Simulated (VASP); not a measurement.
Computed with PBE GGA, VASP's PBE PAW potentials (set 64) (plane waves; VASP).

The input files of a VASP run:

**INCAR**
```
SYSTEM = Al3Sc
PREC = Accurate
ENCUT = 300
EDIFF = 1E-6
NELM = 100
ALGO = Normal
LREAL = .FALSE.
LASPH = .TRUE.
ISMEAR = 0
SIGMA = 0.1
GGA = PE
LMAXMIX = 4
LWAVE = .FALSE.
LCHARG = .FALSE.
ISIF = 2
IBRION = 2
NSW = 50
EDIFFG = -0.01
```

### POSCAR
```
Al3Sc
1
    4.1000000000     0.0000000000     0.0000000000
    0.0000000000     5.7982760000     0.0000000000
    0.0000000000     0.0000000000    23.2479000000
Sc Al
3 9
Direct
 -0.0039340000   0.4540690000   0.4060640000
  0.0043960000   0.9576470000   0.5295970000
  0.0045680000   0.4550420000   0.6560630000
  0.5034010000   0.2076170000   0.3443820000
  0.0059430000   0.9674310000   0.4061650000
  0.5019610000   0.7101090000   0.3448170000
  0.5061720000   0.7083740000   0.4666320000
 -0.0029460000   0.4620890000   0.5318420000
  0.4916340000   0.2171270000   0.4692540000
  0.4983370000   0.2114300000   0.5929000000
 -0.0132550000   0.9576320000   0.6559040000
  0.5037220000   0.7152240000   0.5963830000
```

**KPOINTS**
```
Automatic mesh
0
Gamma
7 5 1
0 0 0
```

POTCAR, in this order: Sc_sv Al (PBE.64 set). Program: vasp_std.

The resulting files:

**OSZICAR**
```
...
       N       E                     dE             d eps       ncg     rms          rms(c)
DAV:   1    -0.533872802584E+02    0.37643E-02   -0.22909E+01  1620   0.584E+01    0.721E-01
DAV:   2    -0.534664951651E+02   -0.79215E-01   -0.90821E-01  2051   0.732E+00    0.450E-01
DAV:   3    -0.534675186327E+02   -0.10235E-02   -0.56376E-02  2184   0.152E+00    0.355E-01
DAV:   4    -0.534649855177E+02    0.25331E-02   -0.25575E-02  2096   0.822E-01    0.256E-01
DAV:   5    -0.534642983461E+02    0.68717E-03   -0.61323E-03  1976   0.373E-01    0.127E-01
DAV:   6    -0.534642828155E+02    0.15531E-04   -0.22017E-03  2024   0.277E-01    0.553E-02
DAV:   7    -0.534642747485E+02    0.80670E-05   -0.38553E-04  2264   0.135E-01    0.246E-02
DAV:   8    -0.534642770492E+02   -0.23007E-05   -0.52199E-05  2104   0.496E-02    0.116E-02
DAV:   9    -0.534642776135E+02   -0.56431E-06   -0.81982E-06  1808   0.174E-02
   3 F= -.53464278E+02 E0= -.53442541E+02  d E =-.163321E+00
       N       E                     dE             d eps       ncg     rms          rms(c)
DAV:   1    -0.534780600349E+02   -0.13783E-01   -0.32464E+00  1620   0.201E+01    0.263E-01
DAV:   2    -0.534874980114E+02   -0.94380E-02   -0.11238E-01  1884   0.236E+00    0.135E-01
DAV:   3    -0.534878749921E+02   -0.37698E-03   -0.10948E-02  2224   0.612E-01    0.131E-01
DAV:   4    -0.534873258555E+02    0.54914E-03   -0.44253E-03  2072   0.348E-01    0.787E-02
DAV:   5    -0.534872944135E+02    0.31442E-04   -0.79187E-04  2144   0.139E-01    0.571E-02
DAV:   6    -0.534872757541E+02    0.18659E-04   -0.37324E-04  2152   0.116E-01    0.220E-02
DAV:   7    -0.534872754581E+02    0.29602E-06   -0.49230E-05  2280   0.472E-02    0.760E-03
DAV:   8    -0.534872761784E+02   -0.72024E-06   -0.57417E-06  1656   0.160E-02
   4 F= -.53487276E+02 E0= -.53466497E+02  d E =-.229986E-01
       N       E                     dE             d eps       ncg     rms          rms(c)
DAV:   1    -0.534870453243E+02    0.23013E-03   -0.20958E+00  1620   0.162E+01    0.211E-01
DAV:   2    -0.534931077728E+02   -0.60624E-02   -0.71877E-02  1912   0.188E+00    0.105E-01
DAV:   3    -0.534933321760E+02   -0.22440E-03   -0.66839E-03  2224   0.485E-01    0.102E-01
DAV:   4    -0.534930095340E+02    0.32264E-03   -0.26679E-03  2072   0.270E-01    0.616E-02
DAV:   5    -0.534929916780E+02    0.17856E-04   -0.48781E-04  2144   0.111E-01    0.452E-02
DAV:   6    -0.534929816993E+02    0.99787E-05   -0.22821E-04  2152   0.904E-02    0.173E-02
DAV:   7    -0.534929820330E+02   -0.33369E-06   -0.30061E-05  2256   0.370E-02    0.600E-03
DAV:   8    -0.534929827423E+02   -0.70933E-06   -0.32304E-06  1432   0.123E-02
   5 F= -.53492983E+02 E0= -.53472998E+02  d E =-.287051E-01
       N       E                     dE             d eps       ncg     rms          rms(c)
DAV:   1    -0.534990036087E+02   -0.60216E-02   -0.36866E-01  1620   0.756E+00    0.125E-01
DAV:   2    -0.534999609536E+02   -0.95734E-03   -0.18694E-02  2096   0.107E+00    0.109E-01
DAV:   3    -0.534998563493E+02    0.10460E-03   -0.13936E-03  2016   0.312E-01    0.565E-02
DAV:   4    -0.534998804999E+02   -0.24151E-04   -0.80027E-04  2128   0.135E-01    0.473E-02
DAV:   5    -0.534998366355E+02    0.43864E-04   -0.59674E-04  2032   0.131E-01    0.295E-02
DAV:   6    -0.534998227745E+02    0.13861E-04   -0.15212E-04  2192   0.713E-02    0.146E-02
DAV:   7    -0.534998242994E+02   -0.15249E-05   -0.13150E-05  1904   0.206E-02    0.867E-03
DAV:   8    -0.534998248638E+02   -0.56435E-06   -0.31958E-06  1240   0.119E-02
   6 F= -.53499825E+02 E0= -.53480115E+02  d E =-.684212E-02
       N       E                     dE             d eps       ncg     rms          rms(c)
DAV:   1    -0.535017293928E+02   -0.19051E-02   -0.68204E-01  1620   0.103E+01    0.170E-01
DAV:   2    -0.535035268317E+02   -0.17974E-02   -0.34272E-02  2096   0.145E+00    0.146E-01
DAV:   3    -0.535033557017E+02    0.17113E-03   -0.29016E-03  2000   0.473E-01    0.768E-02
DAV:   4    -0.535033859504E+02   -0.30249E-04   -0.17923E-03  2120   0.209E-01    0.656E-02
DAV:   5    -0.535032921807E+02    0.93770E-04   -0.98804E-04  2032   0.164E-01    0.386E-02
DAV:   6    -0.535032759852E+02    0.16196E-04   -0.22493E-04  2176   0.916E-02    0.180E-02
DAV:   7    -0.535032783402E+02   -0.23550E-05   -0.20049E-05  1936   0.255E-02    0.110E-02
DAV:   8    -0.535032790204E+02   -0.68027E-06   -0.46191E-06  1400   0.144E-02
   7 F= -.53503279E+02 E0= -.53483957E+02  d E =-.102963E-01
       N       E                     dE             d eps       ncg     rms          rms(c)
DAV:   1    -0.535024096503E+02    0.86869E-03   -0.91105E-01  1620   0.118E+01    0.112E-01
DAV:   2    -0.535049833280E+02   -0.25737E-02   -0.29424E-02  1725   0.121E+00    0.576E-02
DAV:   3    -0.535051101573E+02   -0.12683E-03   -0.25808E-03  2256   0.332E-01    0.497E-02
DAV:   4    -0.535050094452E+02    0.10071E-03   -0.90892E-04  2072   0.158E-01    0.268E-02
DAV:   5    -0.535050122495E+02   -0.28043E-05   -0.12869E-04  2104   0.624E-02    0.183E-02
DAV:   6    -0.535050121970E+02    0.52553E-07   -0.41608E-05  2152   0.494E-02    0.805E-03
DAV:   7    -0.535050129073E+02   -0.71034E-06   -0.48192E-06  1432   0.171E-02
   8 F= -.53505013E+02 E0= -.53485823E+02  d E =-.173389E-02
       N       E                     dE             d eps       ncg     rms          rms(c)
DAV:   1    -0.535047580330E+02    0.25416E-03   -0.15068E-01  1620   0.480E+00    0.449E-02
DAV:   2    -0.535051828344E+02   -0.42480E-03   -0.48638E-03  1717   0.489E-01    0.230E-02
DAV:   3    -0.535052051341E+02   -0.22300E-04   -0.42979E-04  2232   0.136E-01    0.201E-02
DAV:   4    -0.535051878607E+02    0.17273E-04   -0.15053E-04  2024   0.642E-02    0.106E-02
DAV:   5    -0.535051890823E+02   -0.12216E-05   -0.19428E-05  1880   0.245E-02    0.714E-03
DAV:   6    -0.535051894479E+02   -0.36554E-06   -0.56367E-06  1504   0.198E-02
   9 F= -.53505189E+02 E0= -.53486054E+02  d E =-.191043E-02
       N       E                     dE             d eps       ncg     rms          rms(c)
DAV:   1    -0.535052025979E+02   -0.13516E-04   -0.93065E-02  1620   0.407E+00    0.397E-02
DAV:   2    -0.535055164038E+02   -0.31381E-03   -0.34971E-03  1946   0.433E-01    0.200E-02
DAV:   3    -0.535055215071E+02   -0.51033E-05   -0.12660E-04  2176   0.827E-02    0.141E-02
DAV:   4    -0.535055224147E+02   -0.90759E-06   -0.45148E-05  1912   0.390E-02    0.121E-02
DAV:   5    -0.535055207661E+02    0.16486E-05   -0.26531E-05  1784   0.280E-02    0.792E-03
DAV:   6    -0.535055204676E+02    0.29848E-06   -0.10335E-05  1768   0.206E-02    0.319E-03
DAV:   7    -0.535055206019E+02   -0.13429E-06   -0.81604E-07   947   0.861E-03
  10 F= -.53505521E+02 E0= -.53486453E+02  d E =-.331154E-03
       N       E                     dE             d eps       ncg     rms          rms(c)
DAV:   1    -0.535054896626E+02    0.30805E-04   -0.19976E-02  1620   0.189E+00    0.181E-02
DAV:   2    -0.535055574415E+02   -0.67779E-04   -0.75378E-04  1992   0.201E-01    0.978E-03
DAV:   3    -0.535055584250E+02   -0.98354E-06   -0.26675E-05  2112   0.389E-02    0.659E-03
DAV:   4    -0.535055587573E+02   -0.33226E-06   -0.93760E-06  1448   0.185E-02
  11 F= -.53505559E+02 E0= -.53486528E+02  d E =-.369309E-03
       N       E                     dE             d eps       ncg     rms          rms(c)
DAV:   1    -0.535055319099E+02    0.26515E-04   -0.28507E-02  1620   0.230E+00    0.218E-02
DAV:   2    -0.535056326339E+02   -0.10072E-03   -0.11165E-03  1689   0.241E-01    0.105E-02
DAV:   3    -0.535056363090E+02   -0.36751E-05   -0.56953E-05  2232   0.461E-02    0.898E-03
DAV:   4    -0.535056357606E+02    0.54836E-06   -0.15735E-05  1568   0.240E-02    0.700E-03
DAV:   5    -0.535056353606E+02    0.40003E-06   -0.41352E-06  1160   0.131E-02
  12 F= -.53505635E+02 E0= -.53486622E+02  d E =-.766033E-04
```

### OUTCAR
```
------------------------ aborting loop because EDIFF is reached ----------------------------------------
  FORCE on cell =-STRESS in cart. coord.  units (eV):
  Direction    XX          YY          ZZ          XY          YZ          ZX
  --------------------------------------------------------------------------------------
  Total       -1.6549497     -4.5211721     -0.3736269     -0.0002090      0.0045129      0.0881370
  in kB       -4.7976539    -13.1067542     -1.0831342     -0.0006058      0.0130828      0.2555067
  external PRESSURE =      -6.3291808 kB  Pullay stress =       0.0000000 kB
  volume of cell :      552.67
      direct lattice vectors                 reciprocal lattice vectors
     4.100000000  0.000000000  0.000000000     0.243902439  0.000000000  0.000000000
     0.000000000  5.798276000  0.000000000     0.000000000  0.172465057  0.000000000
     0.000000000  0.000000000 23.247900000     0.000000000  0.000000000  0.043014638
 POSITION                                       TOTAL-FORCE (eV/Angst)
 -----------------------------------------------------------------------------------
      0.00286      2.66922      9.46946        -0.001247     -0.000014     -0.001026
      4.09957      5.56883     12.28554        -0.000332     -0.003916      0.000814
      4.09630      2.66864     15.23605         0.002115     -0.000824      0.001621
      2.05450      1.18748      8.06827        -0.003920      0.003034      0.002201
      0.00411      5.56843      9.19727        -0.001168     -0.000909     -0.001456
      2.05446      4.15044      8.06812        -0.003787     -0.001329      0.001323
      2.05152      4.12752     10.89584        -0.003061     -0.001445      0.000037
      4.09963      2.66912     12.33978        -0.001007      0.002200     -0.002470
      2.05135      1.21200     10.89688        -0.001960      0.000120     -0.003763
      2.04647      1.19533     13.87815         0.003978      0.002810      0.001677
      4.09272      5.56742     15.27560         0.006529      0.001185     -0.004212
      2.04649      4.14144     13.87649         0.003861     -0.000910      0.005255
 -----------------------------------------------------------------------------------
    total drift:                                0.000266      0.000299     -0.000173
  FREE ENERGIE OF THE ION-ELECTRON SYSTEM (eV)
  ---------------------------------------------------
  free  energy   TOTEN  =       -53.5056353606 eV

  energy  without entropy=      -53.4676095562  energy(sigma->0) =      -53.48662246

 reached required accuracy - stopping structural energy minimisation
```
(Selected blocks of OUTCAR.)

CONTCAR:
```
Al3Sc
   1.00000000000000
     4.0999999999999996    0.0000000000000000    0.0000000000000000
     0.0000000000000000    5.7982760000000004    0.0000000000000000
     0.0000000000000000    0.0000000000000000   23.2479000000000013
  Sc              Al
     3     9
Direct
     0.0006970932966380    0.4603473252941346    0.4073254752891203
     0.9998960214482223    0.9604280046830481    0.5284579776163193
     0.9990975854250593    0.4602476586874206    0.6553733731305424
     0.5010969571221872    0.2047995798978834    0.3470538877572127
     0.0010028700650426    0.9603600609249054    0.3956172717717795
     0.5010888023743023    0.7158062164162396    0.3470473132281815
     0.5003717087424040    0.7118528399063240    0.4686807688426659
     0.9999098698476242    0.4603292369055876    0.5307913618869383
     0.5003303908923942    0.2090273449803152    0.4687253654728786
     0.4991397784470096    0.2061533637938409    0.5969636318145306
     0.9982240423458318    0.9601850922955918    0.6570744197559012
     0.4991438799932798    0.7142542762146972    0.5968921534339365
```

At this cut-off the stress carries a Pulay error, which pulls relaxed volumes low. The cell holds a wide vacuum, so values per volume refer to the whole cell.

The cell is a sheet with vacuum, built from a generated structure.
